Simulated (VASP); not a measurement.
These are G0W0 on PBE orbitals, VASP's PBE PAW potentials (set 64) (plane waves; VASP 6.6.1) values and carry that method's errors.

VASP input:

### INCAR
```
ALGO=EVGW0
ENCUT=500
ENCUTGW=180
GGA=PE
ISMEAR=0
LASPH=.TRUE.
LCHARG=.FALSE.
LREAL=.FALSE.
LSPECTRALGW=.TRUE.
LWAVE=.FALSE.
NBANDS=120
NBANDSGW=16
NELMGW=1
NOMEGA=64
PREC=Normal
SIGMA=0.01
SYSTEM=NaCl
```

POSCAR:
```
NaCl
1
    0.0000000000     2.8200000000     2.8200000000
    2.8200000000     0.0000000000     2.8200000000
    2.8200000000     2.8200000000     0.0000000000
Na Cl
1 1
Direct
  0.0000000000   0.0000000000   0.0000000000
  0.5000000000   0.5000000000   0.5000000000
```

File KPOINTS:
```
Regular mesh
0
G
6 6 6
0 0 0
```

POTCAR, in this order: Na_sv_GW Cl_GW (PBE.64 set). Program: vasp_std. Read from the step before: WAVECAR, WAVEDER.

What VASP printed:

**OUTCAR**
```
 ion  position               nearest neighbor table
   1  0.000  0.000  0.000-
   2  0.500  0.500  0.500-
  LATTYP: Found a face centered cubic cell.
 ALAT       =     5.6400000000
 Subroutine PRICEL returns:
 Original cell was already a primitive cell.
 Subroutine GETGRP returns: Found 48 space group operations
The static configuration has the point symmetry O_h .
The dynamic configuration has the point symmetry O_h .
 Subroutine INISYM returns: Found 48 space group operations
 Subroutine IBZKPT returns following result:
 Found     16 irreducible k-points:

 Following reciprocal coordinates:
            Coordinates               Weight
  0.000000  0.000000  0.000000      1.000000
  0.166667  0.000000  0.000000      8.000000
  0.333333  0.000000  0.000000      8.000000
  0.500000  0.000000  0.000000      4.000000
  0.166667  0.166667  0.000000      6.000000
  0.333333  0.166667  0.000000     24.000000
  0.500000  0.166667  0.000000     24.000000
 -0.333333  0.166667  0.000000     24.000000
 -0.166667  0.166667  0.000000     12.000000
  0.333333  0.333333  0.000000      6.000000
  0.500000  0.333333  0.000000     24.000000
 -0.333333  0.333333  0.000000     12.000000
  0.500000  0.500000  0.000000      3.000000
  0.500000  0.333333  0.166667     24.000000
 -0.333333  0.333333  0.166667     24.000000
 -0.333333  0.500000  0.166667     12.000000
 Subroutine IBZKPT_HF returns following result:
   k-points           NKPTS =     16   k-points in BZ     NKDIM =    216   number of bands    NBANDS=    120
   number of dos      NEDOS =    301   number of ions     NIONS =      2
   total plane-waves  NPLWV =  13824
   dimension x,y,z NGX =    24 NGY =   24 NGZ =   24
   dimension x,y,z NGXF=    48 NGYF=   48 NGZF=   48
   ions per type =               1   1
   PREC   = normal    normal or accurate (medium, high low for compatibility)
   ISTART =      1    job   : 0-new  1-cont  2-samecut
   ICHARG =      0    charge: 1-file 2-atom 10-const
   ISPIN  =      1    spin polarized calculation?
   LNONCOLLINEAR =      F non collinear calculations
   LSORBIT =      F    spin-orbit coupling
   INIWAV =      1    electr: 0-lowe 1-rand  2-diag
   ENCUT  =  500.0 eV  36.75 Ry    6.06 a.u.   7.27  7.27  7.27*2*pi/ulx,y,z
   NELM   =     60;   NELMIN=  2; NELMDL=  0     # of ELM steps
   EDIFF  = 0.1E-03   stopping-criterion for ELM
   LREAL  =      F    real-space projection
   NLSPLINE    = F    spline interpolate recip. space projectors
   LMAXMIX     =    2 max onsite mixed and CHGCAR
   VOSKOWN=      0    Vosko Wilk Nusair interpolation
   EDIFFG = 0.1E-02   stopping-criterion for IOM
   NSW    =      0    number of steps for IOM
   NBLOCK =      1;   KBLOCK =      1    inner block; outer block
   IBRION =     -1    ionic relax: 0-MD 1-quasi-New 2-CG
   NFREE  =      0    steps in history (QN), initial steepest desc. (CG)
   ISIF   =      0    stress and relaxation
   ISYM   =      3    0-nonsym 1-usesym 2-fastsym
   TEIN   =    0.0    initial temperature
   TEBEG  =    0.0;   TEEND  =   0.0 temperature during run
   SMASS  =  -3.00    Nose mass-parameter (am)
   PSTRESS=    0.0 pullay stress
   NELECT =      16.0000    total number of electrons
   EFERMI =   0.00;   METHOD = LEGACY
   ISMEAR =     0;   SIGMA  =   0.01  broadening in eV -4-tet -1-fermi 0-gaus
   IALGO  =     38    algorithm
   LDIAG  =      T    sub-space diagonalisation (order eigenvalues)
   IMIX   =      4    mixing-type and parameters
     AMIX     =   0.40;   BMIX     =  1.00
     AMIX_MAG =   1.60;   BMIX_MAG =  1.00
     AMIN     =   0.10
   GGA     = PE    functional components
   VOSKOWN =     0    Vosko Wilk Nusair interpolation
...
```

File OSZICAR:
```
energies w=
    0.000    0.000    1.204    0.000    2.405    0.000    3.601    0.000
    4.790    0.000    5.971    0.000    7.140    0.000    8.297    0.000
    9.441    0.000   10.571    0.000   11.687    0.000   12.788    0.000
   13.874    0.000   14.947    0.000   16.006    0.000   17.053    0.000
   18.088    0.000   19.113    0.000   20.130    0.000   21.139    0.000
   22.143    0.000   23.143    0.000   24.141    0.000   25.138    0.000
   26.138    0.000   27.142    0.000   28.152    0.000   29.170    0.000
   30.200    0.000   31.244    0.000   32.305    0.000   33.386    0.000
   34.490    0.000   35.620    0.000   36.782    0.000   37.979    0.000
   39.217    0.000   40.499    0.000   41.834    0.000   43.227    0.000
   44.686    0.000   46.219    0.000   47.838    0.000   49.552    0.000
   51.376    0.000   53.325    0.000   55.417    0.000   57.674    0.000
   60.121    0.000   62.787    0.000   65.712    0.000   68.939    0.000
   72.523    0.000   76.535    0.000   81.061    0.000   86.214    0.000
   92.138    0.000   99.027    0.000  107.140    0.000  116.840    0.000
  128.641    0.000  143.305    0.000  162.007    0.000  186.657    0.000
NQ=   1    0.0000    0.0000    0.0000,
 performed        448000 updates of chi_q(r,r)
NQ=   2    0.1667    0.0000    0.0000,
 performed       1249000 updates of chi_q(r,r)
NQ=   3    0.3333    0.0000    0.0000,
 performed       2050000 updates of chi_q(r,r)
NQ=   4    0.5000    0.0000    0.0000,
 performed       2659000 updates of chi_q(r,r)
NQ=   5    0.1667    0.1667    0.0000,
 performed       3372000 updates of chi_q(r,r)
NQ=   6    0.3333    0.1667    0.0000,
 performed       4496000 updates of chi_q(r,r)
NQ=   7    0.5000    0.1667    0.0000,
 performed       5620000 updates of chi_q(r,r)
NQ=   8   -0.3333    0.1667    0.0000,
 performed       6744000 updates of chi_q(r,r)
NQ=   9   -0.1667    0.1667    0.0000,
 performed       7668000 updates of chi_q(r,r)
NQ=  10    0.3333    0.3333    0.0000,
 performed       8381000 updates of chi_q(r,r)
NQ=  11    0.5000    0.3333    0.0000,
 performed       9505000 updates of chi_q(r,r)
NQ=  12   -0.3333    0.3333    0.0000,
 performed      10429000 updates of chi_q(r,r)
NQ=  13    0.5000    0.5000    0.0000,
 performed      10992000 updates of chi_q(r,r)
NQ=  14    0.5000    0.3333    0.1667,
 performed      12124000 updates of chi_q(r,r)
NQ=  15   -0.3333    0.3333    0.1667,
 performed      13156000 updates of chi_q(r,r)
NQ=  16   -0.3333    0.5000    0.1667,
 performed      14080000 updates of chi_q(r,r)
 resolving degeneracies of screened two electron integrals
```

### OUTCAR
```


 k-point   1 :       0.0000    0.0000    0.0000
  band No.  KS-energies  QP-energies   sigma(KS)   V_xc(KS)     V^pw_x(r,r')   Z            occupation Imag(sigma)

      1     -49.8156     -58.7260     -40.8673     -29.2760     -49.1343       0.7687       2.0000       0.4975
      2     -21.7514     -27.3373     -35.2165     -28.3201     -41.3625       0.8100       2.0000       0.2022
      3     -21.7514     -27.3373     -35.2165     -28.3201     -41.3625       0.8100       2.0000       0.2022
      4     -21.7514     -27.3373     -35.2165     -28.3201     -41.3625       0.8100       2.0000       0.2022
      5     -13.5935     -15.0549     -17.0311     -14.9683     -24.2358       0.7084       2.0000       1.5659
      6      -0.9352      -2.8448     -16.9233     -14.5192     -18.8535       0.7943       2.0000       0.1421
      7      -0.9352      -2.8448     -16.9233     -14.5192     -18.8535       0.7943       2.0000       0.1421
      8      -0.9352      -2.8448     -16.9233     -14.5192     -18.8535       0.7943       2.0000       0.1421
      9       4.1791       5.0941      -7.0359      -8.1101      -4.0836       0.8518       0.0000      -0.1076
     10      10.1015      11.3619      -6.7680      -8.2679      -3.4985       0.8403       0.0000      -0.1422
     11      10.1015      11.3619      -6.7680      -8.2679      -3.4985       0.8403       0.0000      -0.1422
     12      10.1015      11.3619      -6.7680      -8.2679      -3.4985       0.8403       0.0000      -0.1422
     13      12.1715      13.7982      -7.8500      -9.8190      -4.2727       0.8262       0.0000      -0.1716
     14      12.1715      13.7982      -7.8500      -9.8190      -4.2727       0.8262       0.0000      -0.1716
     15      13.9670      14.3481      -4.7414      -5.2092      -0.9346       0.8149       0.0000      -0.3443
     16      16.1943      17.4193      -7.1464      -8.6449      -3.0810       0.8175       0.0000      -0.4023

 k-point   2 :       0.1667    0.0000    0.0000
  band No.  KS-energies  QP-energies   sigma(KS)   V_xc(KS)     V^pw_x(r,r')   Z            occupation Imag(sigma)

      1     -49.8154     -58.7415     -40.8677     -29.2765     -49.1348       0.7701       2.0000       0.4975
      2     -21.7588     -27.2853     -35.1829     -28.2910     -41.3311       0.8019       2.0000       0.2076
      3     -21.7520     -27.3352     -35.2143     -28.3185     -41.3600       0.8097       2.0000       0.2023
      4     -21.7520     -27.3352     -35.2143     -28.3185     -41.3600       0.8097       2.0000       0.2023
      5     -13.5135     -14.9667     -17.1319     -15.0802     -24.3206       0.7083       2.0000       1.5399
      6      -1.5341      -3.5071     -16.1279     -13.6278     -18.0825       0.7892       2.0000       0.1519
      7      -1.0041      -2.9279     -16.8491     -14.4251     -18.7897       0.7937       2.0000       0.1434
      8      -1.0041      -2.9279     -16.8491     -14.4251     -18.7897       0.7937       2.0000       0.1434
      9       4.9907       5.9614      -7.5418      -8.6879      -4.5627       0.8469       0.0000      -0.1121
     10       9.3434      10.4607      -6.6371      -7.9673      -3.4091       0.8399       0.0000      -0.1431
     11      10.3783      11.6766      -6.9474      -8.4979      -3.6350       0.8374       0.0000      -0.1480
     12      10.3783      11.6766      -6.9474      -8.4979      -3.6350       0.8374       0.0000      -0.1480
     13      11.8797      13.4387      -7.7353      -9.6177      -4.2002       0.8282       0.0000      -0.1727
     14      11.8797      13.4387      -7.7353      -9.6177      -4.2002       0.8282       0.0000      -0.1727
     15      15.0339      15.8889      -6.0128      -7.0571      -2.0749       0.8187       0.0000      -0.3818
     16      16.3531      17.3518      -6.3118      -7.5208      -2.2509       0.8261       0.0000      -0.4567

 k-point   3 :       0.3333    0.0000    0.0000
  band No.  KS-energies  QP-energies   sigma(KS)   V_xc(KS)     V^pw_x(r,r')   Z            occupation Imag(sigma)

      1     -49.8150     -58.7559     -40.8683     -29.2775     -49.1358       0.7714       2.0000       0.4975
      2     -21.7731     -27.2683     -35.1190     -28.2343     -41.2715       0.7982       2.0000       0.2181
      3     -21.7531     -27.3296     -35.2102     -28.3154     -41.3555       0.8088       2.0000       0.2023
      4     -21.7531     -27.3296     -35.2102     -28.3154     -41.3555       0.8088       2.0000       0.2023
      5     -13.3468     -14.7832     -17.3475     -15.3204     -24.5034       0.7086       2.0000       1.4862
      6      -2.4623      -4.5869     -15.3317     -12.6363     -17.4341       0.7882       2.0000       0.1771
      7      -1.1355      -3.0872     -16.7156     -14.2542     -18.6771       0.7929       2.0000       0.1462
      8      -1.1355      -3.0872     -16.7156     -14.2542     -18.6771       0.7929       2.0000       0.1462
      9       6.1089       7.0836      -7.1262      -8.2782      -4.1116       0.8460       0.0000      -0.1191
     10       9.1312      10.3406      -7.7512      -9.2130      -4.3728       0.8273       0.0000      -0.1610
     11      10.1859      11.5795      -7.3932      -9.0585      -4.1171       0.8369       0.0000      -0.1453
     12      10.1859      11.5795      -7.3932      -9.0585      -4.1171       0.8369       0.0000      -0.1453
     13      12.9529      14.4621      -7.6811      -9.5218      -3.9585       0.8199       0.0000      -0.2118
     14      12.9529      14.4621      -7.6811      -9.5218      -3.9585       0.8199       0.0000      -0.2118
     15      14.3242      15.3684      -6.2082      -7.4817      -2.2860       0.8199       0.0000      -0.3287
     16      18.1075      19.8759      -8.6713     -10.8119      -4.0933       0.8261       0.0000      -0.5896

 k-point   4 :       0.5000    0.0000    0.0000
  band No.  KS-energies  QP-energies   sigma(KS)   V_xc(KS)     V^pw_x(r,r')   Z            occupation Imag(sigma)

      1     -49.8148     -58.7679     -40.8687     -29.2779     -49.1364       0.7724       2.0000       0.4976
      2     -21.7805     -27.2533     -35.0866     -28.2066     -41.2410       0.7955       2.0000       0.2232
      3     -21.7536     -27.3200     -35.2083     -28.3139     -41.3533       0.8074       2.0000       0.2023
      4     -21.7536     -27.3200     -35.2083     -28.3139     -41.3533       0.8074       2.0000       0.2023
      5     -13.2596     -14.6898     -17.4635     -15.4502     -24.6029       0.7104       2.0000       1.4587
      6      -2.8551      -5.0335     -15.0653     -12.2819     -17.2492       0.7827       2.0000       0.1915
      7      -1.1984      -3.1616     -16.6551     -14.1762     -18.6268       0.7920       2.0000       0.1476
      8      -1.1984      -3.1616     -16.6551     -14.1762     -18.6268       0.7920       2.0000       0.1476
      9       6.3255       7.2432      -6.5996      -7.6791      -3.6439       0.8501       0.0000      -0.1167
     10       9.7004      11.0539      -8.7294     -10.3925      -5.1010       0.8138       0.0000      -0.1911
     11       9.9563      11.3611      -7.4802      -9.1555      -4.2415       0.8385       0.0000      -0.1419
     12       9.9563      11.3611      -7.4802      -9.1555      -4.2415       0.8385       0.0000      -0.1419
     13      14.0821      15.0020      -5.7828      -6.9049      -1.8864       0.8198       0.0000      -0.3183
     14      14.8760      16.8019      -9.0187     -11.4007      -4.9357       0.8085       0.0000      -0.2760
     15      14.8760      16.8019      -9.0187     -11.4007      -4.9357       0.8085       0.0000      -0.2760
     16      16.3174      17.1945      -6.1223      -7.1914      -1.9794       0.8204       0.0000      -0.4509

 k-point   5 :       0.1667    0.1667    0.0000
  band No.  KS-energies  QP-energies   sigma(KS)   V_xc(KS)     V^pw_x(r,r')   Z            occupation Imag(sigma)

      1     -49.8153     -58.7510     -40.8678     -29.2766     -49.1350       0.7709       2.0000       0.4975
      2     -21.7581     -27.2856     -35.1843     -28.2933     -41.3328       0.8021       2.0000       0.2074
      3     -21.7535     -27.3205     -35.2096     -28.3135     -41.3548       0.8073       2.0000       0.2025
      4     -21.7535     -27.3205     -35.2096     -28.3135     -41.3548       0.8073       2.0000       0.2025
      5     -13.4905     -14.9411     -17.1537     -15.1069     -24.3382       0.7087       2.0000       1.5328
      6      -1.5528      -3.5246     -16.0647     -13.5638     -18.0130       0.7884       2.0000       0.1522
      7      -1.0987      -3.0382     -16.7687     -14.3225     -18.7244       0.7929       2.0000       0.1450
      8      -1.0987      -3.0382     -16.7687     -14.3225     -18.7244       0.7929       2.0000       0.1450
      9       5.2575       6.2598      -7.7180      -8.9064      -4.7137       0.8434       0.0000      -0.1143
     10       8.8980       9.9472      -6.2449      -7.4872      -3.0932       0.8446       0.0000      -0.1340
     11      10.7286      12.0390      -7.1111      -8.6831      -3.7278       0.8336       0.0000      -0.1587
     12      10.7286      12.0390      -7.1111      -8.6831      -3.7278       0.8336       0.0000      -0.1587
     13      10.7519      12.2216      -7.5991      -9.3621      -4.2092       0.8337       0.0000      -0.1585
     14      12.5331      14.1916      -7.9626      -9.9764      -4.3205       0.8236       0.0000      -0.1818
     15      16.1341      16.7526      -5.4273      -6.1728      -1.4294       0.8295       0.0000      -0.4772
     16      16.9003      18.1891      -7.1864      -8.7546      -3.0671       0.8218       0.0000      -0.4440

 k-point   6 :       0.3333    0.1667    0.0000
  band No.  KS-energies  QP-energies   sigma(KS)   V_xc(KS)     V^pw_x(r,r')   Z            occupation Imag(sigma)

      1     -49.8150     -58.7791     -40.8683     -29.2775     -49.1358       0.7734       2.0000       0.4975
      2     -21.7679     -27.2821     -35.1443     -28.2557     -41.2940       0.8005       2.0000       0.2130
      3     -21.7548     -27.3200     -35.2051     -28.3090     -41.3499       0.8070       2.0000       0.2026
      4     -21.7548     -27.3200     -35.2051     -28.3090     -41.3499       0.8070       2.0000       0.2026
      5     -13.3597     -14.7933     -17.3072     -15.2825     -24.4663       0.7080       2.0000       1.4914
...
```
(Selected blocks of OUTCAR.)

The mesh is coarse and the basis finite, so the quasiparticle values are not converged.

The compound is NaCl in the rock salt structure. The cell was not relaxed at this level.
